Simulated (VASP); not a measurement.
**What goes wrong when the gap of WSe2 is computed with a bad input**

Aim: see how common mistakes in a band-structure run show up, on WSe2. The starting structure is a measured crystal structure from the Crystallography Open Database. The atoms were first relaxed with LDA in that cell, in a run that isn't shown, and the relaxed structure is the one below.

Calculated with VASP 6.6.1; Kohn-Sham DFT with plane waves and PAW; LDA.

The database entry behind the starting cell differs from later determinations by our own check (a about 0.2 % long), so it need not match the best structure at ambient conditions.

### 1. Starting point

Symmetry: P6_3/mmc, No. 194, hexagonal system. Conventional cell: a = 3.290 Å, b = 3.290 Å, c = 12.970 Å, α = 90.00°, β = 90.00°, γ = 120.00°. W has 6 Se at 2.52 Å nearest. Nearest to Se lie 3 W at 2.52 Å. Farther neighbours and most contacts between anions are not listed.

Coordinates:

```
W Se
1.0
     3.29000    0.00000    0.00000
    -1.64500    2.84922    0.00000
     0.00000    0.00000   12.97000
W Se
2 4
Direct
  0.66667 0.33333 0.75000
  0.33333 0.66667 0.25000
  0.66667 0.33333 0.37752
  0.33333 0.66667 0.87752
  0.66667 0.33333 0.12248
  0.33333 0.66667 0.62248
```

### 2. Reference bands

Contents of INCAR:

```
SYSTEM = WSe2
PREC = Accurate
ENCUT = 350
EDIFF = 1E-06
NELM = 100
ISMEAR = 0
SIGMA = 0.03
LREAL = .FALSE.
ALGO = Normal
GGA = CA
NBANDS = 34
LASPH = .TRUE.
LORBIT = 11
LWAVE = .FALSE.
LCHARG = .FALSE.
KPAR = 16
```

Contents of POSCAR:

```
WSe2
1.0
    3.2900000000      0.0000000000      0.0000000000
   -1.6450000000      2.8492235785      0.0000000000
    0.0000000000      0.0000000000     12.9700000000
W Se
2 4
Direct
    0.6666666667      0.3333333333      0.7500000000
    0.3333333333      0.6666666667      0.2500000000
    0.6666666667      0.3333333333      0.3775150786
    0.3333333333      0.6666666667      0.8775150786
    0.6666666667      0.3333333333      0.1224849214
    0.3333333333      0.6666666667      0.6224849214
```

Contents of KPOINTS:

```
Automatic mesh
0
Gamma
9 9 2
0 0 0
```

Contents of KPOINTS_OPT:

```
Line mode
8
Line-mode
Reciprocal
  0.00000000   0.00000000   0.00000000 GAMMA
  0.50000000   0.00000000   0.00000000 M

  0.50000000   0.00000000   0.00000000 M
  0.33333333   0.33333333   0.00000000 K

  0.33333333   0.33333333   0.00000000 K
  0.00000000   0.00000000   0.00000000 GAMMA

  0.00000000   0.00000000   0.00000000 GAMMA
  0.00000000   0.00000000   0.50000000 A

  0.00000000   0.00000000   0.50000000 A
  0.50000000   0.00000000   0.50000000 L

  0.50000000   0.00000000   0.50000000 L
  0.33333333   0.33333333   0.50000000 H

  0.33333333   0.33333333   0.50000000 H
  0.00000000   0.00000000   0.50000000 A

  0.50000000   0.00000000   0.50000000 L
  0.50000000   0.00000000   0.00000000 M

  0.33333333   0.33333333   0.00000000 K
  0.33333333   0.33333333   0.50000000 H
```

Potentials, in the order of the species: W and Se (LDA family, release 64).

The run is started by

```console
mpirun -np 16 vasp_std
```

Log:

```text
[banner, memory and clock lines left out]
running   16 mpi-ranks, on    1 nodes
 distrk:  each k-point on    1 cores,   16 groups
 distr:  one band on    1 cores,    1 groups

 POSCAR found type information on POSCAR W Se
 POSCAR found :  2 types and       6 ions
|                                                                             |
|           W    W    AA    RRRRR   N    N  II  N    N   GGGG   !!!           |
|           W    W   A  A   R    R  NN   N  II  NN   N  G    G  !!!           |
|           W    W  A    A  R    R  N N  N  II  N N  N  G       !!!           |
|           W WW W  AAAAAA  RRRRR   N  N N  II  N  N N  G  GGG   !            |
|           WW  WW  A    A  R   R   N   NN  II  N   NN  G    G                |
|           W    W  A    A  R    R  N    N  II  N    N   GGGG   !!!           |
|                                                                             |
|     For optimal performance we recommend to set                             |
|       NCORE = 2 up to number-of-cores-per-socket                            |
|     NCORE specifies how many cores store one orbital (NPAR=cpu/NCORE).      |
|     This setting can greatly improve the performance of VASP for DFT.       |
|     The default, NCORE=1 might be grossly inefficient on modern             |
|     multi-core architectures or massively parallel machines. Do your        |
|     Unfortunately you need to use the default for GW and RPA                |
|     calculations (for HF NCORE is supported but not extensively tested      |
|     yet).                                                                   |
|                                                                             |

 LDA part: xc-table for (Slater(with rela. corr.)+CA(PZ))
 , standard interpolation
 POSCAR, INCAR and KPOINTS ok, starting setup
 FFT: planning ... GRIDC
 FFT: planning ... GRID_SOFT
 FFT: planning ... GRID
 WAVECAR not read
 entering main loop
       N       E                     dE             d eps       ncg     rms          rms(c)
DAV:   1     0.116547338577E+03    0.11655E+03   -0.11937E+04  1632   0.672E+02
DAV:   2    -0.415557024020E+02   -0.15810E+03   -0.14860E+03  2094   0.165E+02
DAV:   3    -0.506172090743E+02   -0.90615E+01   -0.89555E+01  2064   0.391E+01
DAV:   4    -0.506947855037E+02   -0.77576E-01   -0.77496E-01  2030   0.396E+00
DAV:   5    -0.506953588249E+02   -0.57332E-03   -0.57322E-03  2040   0.331E-01    0.324E+01
DAV:   6    -0.490655563387E+02    0.16298E+01   -0.31177E+00  2160   0.893E+00    0.124E+01
DAV:   7    -0.488148126882E+02    0.25074E+00   -0.17017E+00  1830   0.710E+00    0.768E+00
DAV:   8    -0.486236064913E+02    0.19121E+00   -0.25814E-01  1986   0.309E+00    0.710E-01
DAV:   9    -0.486243752344E+02   -0.76874E-03   -0.49169E-02  1888   0.999E-01    0.390E-01
DAV:  10    -0.486234670355E+02    0.90820E-03   -0.28373E-03  1918   0.222E-01    0.197E-01
DAV:  11    -0.486232827536E+02    0.18428E-03   -0.34660E-04  1750   0.854E-02    0.191E-01
DAV:  12    -0.486232109615E+02    0.71792E-04   -0.22677E-04  1980   0.645E-02    0.482E-02
DAV:  13    -0.486232120333E+02   -0.10718E-05   -0.16203E-05  1834   0.166E-02    0.184E-02
DAV:  14    -0.486232114410E+02    0.59224E-06   -0.24097E-06  1702   0.675E-03
   1 F= -.48623211E+02 E0= -.48623211E+02  d E =-.360614E-22
 Start KPOINTS_OPT (optional k-point list driver)
k-point batch [1-24\72]
       N       E                     dE             ncg
DAV:   1     0.369492367533E+04   -0.14372E+05     1632
DAV:   2    -0.523711137443E+02   -0.37473E+04     2030
DAV:   3    -0.274044837177E+03   -0.22167E+03     2000
DAV:   4    -0.275950797536E+03   -0.19060E+01     1984
DAV:   5    -0.275965958335E+03   -0.15161E-01     2008
DAV:   6    -0.275966161481E+03   -0.20315E-03     2104
DAV:   7    -0.275966164404E+03   -0.29227E-05     1752
DAV:   8    -0.275966164552E+03   -0.14758E-06     1512
[...]
k-point batch [49-72\72]
       N       E                     dE             ncg
DAV:   1     0.351966089349E+04   -0.19997E+05     1632
DAV:   2    -0.139186784231E+03   -0.36588E+04     1998
DAV:   3    -0.350023342149E+03   -0.21084E+03     2020
DAV:   4    -0.351740755133E+03   -0.17174E+01     1878
DAV:   5    -0.351753753877E+03   -0.12999E-01     1934
DAV:   6    -0.351753926433E+03   -0.17256E-03     1970
DAV:   7    -0.351753928966E+03   -0.25321E-05     1642
DAV:   8    -0.351753929089E+03   -0.12383E-06     1416
```

It took 11 s on 16 MPI ranks of Intel Xeon 6975P-C (Granite Rapids), shared host; peak memory 3.5 GiB; 2.9 min of CPU time.

The logs omit lines about the potential files and the build; timing stands in the text.

From OUTCAR (step 2):

```text
ion  position               nearest neighbor table
   1  0.667  0.333  0.750-   4 2.52   6 2.52   4 2.52   6 2.52   4 2.52   6 2.52
   2  0.333  0.667  0.250-   3 2.52   5 2.52   3 2.52   5 2.52   3 2.52   5 2.52
   3  0.667  0.333  0.378-   2 2.52   2 2.52   2 2.52
   4  0.333  0.667  0.878-   1 2.52   1 2.52   1 2.52
   5  0.667  0.333  0.122-   2 2.52   2 2.52   2 2.52
   6  0.333  0.667  0.622-   1 2.52   1 2.52   1 2.52

  LATTYP: Found a hexagonal cell.
 ALAT       =     3.2900000000
 C/A-ratio  =     3.9422492401

 Subroutine GETGRP returns: Found 24 space group operations
 (whereof 12 operations were pure point group operations)

The static configuration has the point symmetry D_3d.
 The point group associated with its full space group is D_6h.

 Found     24 irreducible k-points:

   k-points           NKPTS =     24   k-points in BZ     NKDIM =     24   number of bands    NBANDS=     34

   dimension x,y,z NGX =    20 NGY =   20 NGZ =   80
   dimension x,y,z NGXF=    40 NGYF=   40 NGZF=  160

   ENCUT  =  350.0 eV  25.72 Ry    5.07 a.u.   5.02  5.02 19.78*2*pi/ulx,y,z

   NELECT =      36.0000    total number of electrons

 k-points in reciprocal lattice and weights: Automatic mesh
   0.00000000  0.00000000  0.00000000       0.006
   0.11111111  0.00000000  0.00000000       0.037
   0.22222222 -0.00000000  0.00000000       0.037
   0.33333333  0.00000000  0.00000000       0.037
   0.44444444 -0.00000000  0.00000000       0.037
   0.11111111  0.11111111  0.00000000       0.037
   0.22222222  0.11111111  0.00000000       0.074
   0.33333333  0.11111111  0.00000000       0.074
   0.44444444  0.11111111  0.00000000       0.037
[...]
0.33333333  0.22222222  0.50000000       0.074
   0.33333333  0.33333333  0.50000000       0.012

 average (electrostatic) potential at core
       1 -40.9844       2 -40.9844       3 -59.2897       4 -59.2897       5 -59.2897
       6 -59.2897

 E-fermi :   5.5458

 k-point     1 :       0.0000    0.0000    0.0000
  band No.  band energies     occupation
    ...
     14       3.7244      2.00000
     15       3.7244      2.00000
     16       4.2242      2.00000
     17       4.3102      2.00000
     18       5.3502      2.00000
     19       7.9592      0.00000
     20       7.9592      0.00000
     21       8.0056      0.00000
     22       8.0056      0.00000
     23       8.1025      0.00000
    ...

 k-point     2 :       0.1111    0.0000    0.0000
  band No.  band energies     occupation
    ...
     14       3.4294      2.00000
     15       3.6448      2.00000
     16       4.2547      2.00000
     17       4.5076      2.00000
     18       5.0342      2.00000
     19       7.4697      0.00000
     20       7.6172      0.00000
     21       7.7471      0.00000
     22       7.8301      0.00000
     23       7.8430      0.00000
    ...

 k-point     3 :       0.2222   -0.0000    0.0000
  band No.  band energies     occupation
    ...
     14       3.2137      2.00000
     15       3.2223      2.00000
     16       4.0405      2.00000
     17       4.0955      2.00000
     18       4.2454      2.00000
     19       6.6755      0.00000
     20       7.3938      0.00000
     21       7.4900      0.00000
     22       7.6051      0.00000
     23       7.6454      0.00000
    ...

  Total       -2.4225739     -2.4225739     -0.6555146      0.0000000     -0.0000000      0.0000000
  in kB      -31.9245810    -31.9245810     -8.6383446      0.0000000     -0.0000000      0.0000000
  external PRESSURE =     -24.1625022 kB  Pullay stress =       0.0000000 kB

  energy-cutoff  :      350.00
  volume of cell :      121.58
      direct lattice vectors                 reciprocal lattice vectors
     3.290000000  0.000000000  0.000000000     0.303951368  0.175486404  0.000000000
    -1.645000000  2.849223579  0.000000000     0.000000000  0.350972808  0.000000000
     0.000000000  0.000000000 12.970000000     0.000000000  0.000000000  0.077101002

 POSITION                                       TOTAL-FORCE (eV/Angst)
 -----------------------------------------------------------------------------------
      1.64500      0.94974      9.72750         0.000000     -0.000000      0.000000
     -0.00000      1.89948      3.24250         0.000000      0.000000      0.000000
      1.64500      0.94974      4.89637         0.000000      0.000000     -0.000024
     -0.00000      1.89948     11.38137         0.000000     -0.000000     -0.000024
      1.64500      0.94974      1.58863        -0.000000      0.000000      0.000024
     -0.00000      1.89948      8.07363        -0.000000     -0.000000      0.000024
 -----------------------------------------------------------------------------------
    total drift:                               -0.000000      0.000000     -0.000000

  FREE ENERGIE OF THE ION-ELECTRON SYSTEM (eV)
  ---------------------------------------------------
  free  energy   TOTEN  =       -48.6232114410 eV

  energy  without entropy=      -48.6232114410  energy(sigma->0) =      -48.62321144

 total charge
# of ion       s       p       d       tot
------------------------------------------
    1        0.542   0.625   4.251   5.419
    2        0.542   0.625   4.251   5.419
    3        1.479   2.354   0.072   3.905
    4        1.479   2.354   0.072   3.905
    5        1.479   2.354   0.072   3.905
    6        1.479   2.354   0.072   3.905
--------------------------------------------------
tot          7.001  10.667   8.791  26.459

[... 3 further parts left out ...]
```

Spin-orbit coupling is off here; with elements this heavy it can split and shift levels by tenths of an eV. At this level the cell is under a tension of 2.4 GPa, so at these settings it is away from equilibrium. The data set W keeps the semicore shell frozen, which is cheaper and a little less accurate.

The reference gap is 0.918 eV.

### 3. Bands with a k mesh far too coarse and no band path

A slip made on purpose: a k mesh far too coarse and no band path. Against step 2 the input has a 1×1×1 mesh and no band path (also changed: NELM, NBANDS, NCORE and KPAR).

Contents of INCAR:

```
SYSTEM = WSe2
PREC = Accurate
ENCUT = 350
EDIFF = 1E-06
NELM = 60
ISMEAR = 0
SIGMA = 0.03
LREAL = .FALSE.
ALGO = Normal
GGA = CA
NBANDS = 24
LASPH = .TRUE.
LORBIT = 11
LWAVE = .FALSE.
LCHARG = .FALSE.
NCORE = 4
```

POSCAR is that of step 2.

Contents of KPOINTS:

```
Automatic mesh
0
Gamma
1 1 1
0 0 0
```

The run is started by

```console
mpirun -np 16 vasp_std
```

Log:

```text
[banner, memory and clock lines left out]
running   16 mpi-ranks, on    1 nodes
[...]
LDA part: xc-table for (Slater(with rela. corr.)+CA(PZ))
 , standard interpolation
 POSCAR, INCAR and KPOINTS ok, starting setup
[...]
entering main loop
       N       E                     dE             d eps       ncg     rms          rms(c)
DAV:   1     0.156738883805E+03    0.15674E+03   -0.12193E+04    48   0.907E+02
DAV:   2    -0.196541265853E+02   -0.17639E+03   -0.16799E+03    64   0.217E+02
DAV:   3    -0.317547230676E+02   -0.12101E+02   -0.12070E+02    72   0.579E+01
DAV:   4    -0.319337287598E+02   -0.17901E+00   -0.17887E+00    56   0.711E+00
[...]
DAV:  13    -0.289451517251E+02    0.11791E-04   -0.12289E-04    72   0.562E-02    0.417E-02
DAV:  14    -0.289451467875E+02    0.49376E-05   -0.24509E-05    72   0.255E-02    0.191E-02
DAV:  15    -0.289451468563E+02   -0.68755E-07   -0.16519E-06    48   0.714E-03
   1 F= -.28945147E+02 E0= -.28945147E+02  d E =-.300146E-18
```

Run time: 1.6 s. Hardware: 16 MPI ranks; peak memory 1.6 GiB.

OUTCAR, selected parts (step 3):

```text
  Total       19.1899893     19.1899893     -2.9446670     -0.0000000     -0.0000000      0.0000000
  in kB      252.8849077    252.8849078    -38.8047033     -0.0000000     -0.0000000      0.0000000
  external PRESSURE =     155.6550374 kB  Pullay stress =       0.0000000 kB

 POSITION                                       TOTAL-FORCE (eV/Angst)
 -----------------------------------------------------------------------------------
      1.64500      0.94974      9.72750        -0.000000      0.000000      0.000000
     -0.00000      1.89948      3.24250         0.000000     -0.000000      0.000000
      1.64500      0.94974      4.89637        -0.000000      0.000000     -3.823652
     -0.00000      1.89948     11.38137         0.000000      0.000000     -3.823652
      1.64500      0.94974      1.58863        -0.000000     -0.000000      3.823652
     -0.00000      1.89948      8.07363         0.000000      0.000000      3.823652
 -----------------------------------------------------------------------------------
    total drift:                               -0.000000      0.000000     -0.000000

  FREE ENERGIE OF THE ION-ELECTRON SYSTEM (eV)
  ---------------------------------------------------
  free  energy   TOTEN  =       -28.9451468563 eV

  energy  without entropy=      -28.9451468563  energy(sigma->0) =      -28.94514686

[... 1 part as in an earlier step ...]

[... 2 further parts left out ...]
[key lines of the parts left out:]
E-fermi :   6.5674
```

With a k mesh far too coarse and no band path the gap is 2.148 eV, +1.230 eV from the reference, read on the mesh alone.

### 4. Bands with too few electronic steps

A slip made on purpose: too few electronic steps. Against step 2 the input has NELM = 4.

Contents of INCAR:

```
SYSTEM = WSe2
PREC = Accurate
ENCUT = 350
EDIFF = 1E-06
NELM = 4
ISMEAR = 0
SIGMA = 0.03
LREAL = .FALSE.
ALGO = Normal
GGA = CA
NBANDS = 34
LASPH = .TRUE.
LORBIT = 11
LWAVE = .FALSE.
LCHARG = .FALSE.
KPAR = 16
```

POSCAR is that of step 3.

Contents of KPOINTS:

```
Automatic mesh
0
Gamma
9 9 2
0 0 0
```

KPOINTS_OPT is that of step 2.

The run is started by

```console
mpirun -np 16 vasp_std
```

Log:

```text
[banner, memory and clock lines left out]
running   16 mpi-ranks, on    1 nodes
[...]
[... a notice as in an earlier step ...]

 LDA part: xc-table for (Slater(with rela. corr.)+CA(PZ))
 , standard interpolation
 POSCAR, INCAR and KPOINTS ok, starting setup
[...]
entering main loop
       N       E                     dE             d eps       ncg     rms          rms(c)
[... 4 cycles as in an earlier step ...]
|                                                                             |
|           W    W    AA    RRRRR   N    N  II  N    N   GGGG   !!!           |
|           W    W   A  A   R    R  NN   N  II  NN   N  G    G  !!!           |
|           W    W  A    A  R    R  N N  N  II  N N  N  G       !!!           |
|           W WW W  AAAAAA  RRRRR   N  N N  II  N  N N  G  GGG   !            |
|           WW  WW  A    A  R   R   N   NN  II  N   NN  G    G                |
|           W    W  A    A  R    R  N    N  II  N    N   GGGG   !!!           |
|                                                                             |
|     The electronic self-consistency was not achieved in the given           |
|     number of steps (NELM). The forces and other quantities evaluated       |
|     might not be reliable so examine the results carefully. If you find     |
|     spurious results, we suggest increasing NELM, if you were close to      |
|     convergence or switching to a different ALGO or adjusting the           |
|     density mixing parameters otherwise.                                    |
|                                                                             |

   1 F= -.50694786E+02 E0= -.50694786E+02  d E =-.135965E-11
 Start KPOINTS_OPT (optional k-point list driver)
k-point batch [1-24\72]
       N       E                     dE             ncg
DAV:   1     0.358654482038E+04   -0.14480E+05     1632
DAV:   2    -0.183647147813E+03   -0.37702E+04     2030
DAV:   3    -0.403764095463E+03   -0.22012E+03     2016
DAV:   4    -0.405684023261E+03   -0.19199E+01     1984
[...]
k-point batch [49-72\72]
       N       E                     dE             ncg
DAV:   1     0.341933033142E+04   -0.20097E+05     1632
DAV:   2    -0.260452039985E+03   -0.36798E+04     1996
DAV:   3    -0.469731681299E+03   -0.20928E+03     2024
DAV:   4    -0.471467463112E+03   -0.17358E+01     1878
```

The job ended after 6.2 s (16 MPI ranks; peak memory 3.3 GiB).

From OUTCAR (step 4):

```text
  Total       -1.6267081     -1.6267081     -6.4968122      0.0000000      0.0000000      0.0000000
  in kB      -21.4366937    -21.4366937    -85.6147296      0.0000000      0.0000000      0.0000000
  external PRESSURE =     -42.8293723 kB  Pullay stress =       0.0000000 kB

 POSITION                                       TOTAL-FORCE (eV/Angst)
 -----------------------------------------------------------------------------------
      1.64500      0.94974      9.72750        -0.000000      0.000000      0.000000
     -0.00000      1.89948      3.24250        -0.000000      0.000000      0.000000
      1.64500      0.94974      4.89637         0.000000      0.000000      0.486133
     -0.00000      1.89948     11.38137        -0.000000     -0.000000      0.486133
      1.64500      0.94974      1.58863         0.000000      0.000000     -0.486133
     -0.00000      1.89948      8.07363        -0.000000     -0.000000     -0.486133
 -----------------------------------------------------------------------------------
    total drift:                               -0.000000      0.000000     -0.000000

  FREE ENERGIE OF THE ION-ELECTRON SYSTEM (eV)
  ---------------------------------------------------
  free  energy   TOTEN  =       -50.6947855037 eV

  energy  without entropy=      -50.6947855037  energy(sigma->0) =      -50.69478550

[... 2 parts as in an earlier step ...]

[... 1 further part left out ...]
[key lines of the parts left out:]
E-fermi :   5.9254
```

The electronic loop didn't reach EDIFF within its 4 cycles (NELM).

(Continued in part 2 of 2.)

[Lines on the potential files, build, host, timing and source positions are cut from VASP's logs without a mark.]

[Logs are printed without paths, hosts, clocks, repeated set-up lines and the standing remarks that a program may print on its own settings, such as how far it seeks lower states.]

[Hosts, paths, dates, database ids (printed as entryN), source tags and the programs' standing remarks are cut or masked in the printed files.]
